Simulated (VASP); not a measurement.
Given:

```xyz
2
Lattice="1.4654 -2.5382 0.0000 1.4654 2.5382 0.0000 0.0000 0.0000 4.6470" Properties=species:S:1:pos:R:3 pbc="T T T"
Ti     1.4654     0.8461     1.1617
Ti     1.4654    -0.8461     3.4852
```

All values below come from PW91 GGA, VASP's PBE PAW potentials (set 64) (plane waves; VASP). Numerical set-up: 520 eV cut-off, Gaussian smearing of 0.050 eV, potentials Ti_sv.

Give the energies of bands 9 to 15 at the high-symmetry points, in eV from the Fermi level.

| band | Γ | M | K | A | L | H |
|---|---|---|---|---|---|---|
| 9 | -6.18 | -2.35 | -1.72 | -4.33 | -2.56 | -1.25 |
| 10 | -2.71 | -2.19 | -1.40 | -4.33 | -2.56 | -1.25 |
| 11 | 0.74 | -1.88 | -1.40 | 0.05 | -0.85 | -1.10 |
| 12 | 0.74 | -0.61 | -1.29 | 0.05 | -0.85 | -1.10 |
| 13 | 0.80 | 0.45 | 0.20 | 0.65 | 1.35 | -0.23 |
| 14 | 0.84 | 0.60 | 0.20 | 0.65 | 1.35 | -0.23 |
| 15 | 1.24 | 1.15 | 1.48 | 0.65 | 1.70 | 1.64 |

It has no gap at this level: it comes out as a metal or semimetal.

The compound is Ti in the hcp structure. It was relaxed first.
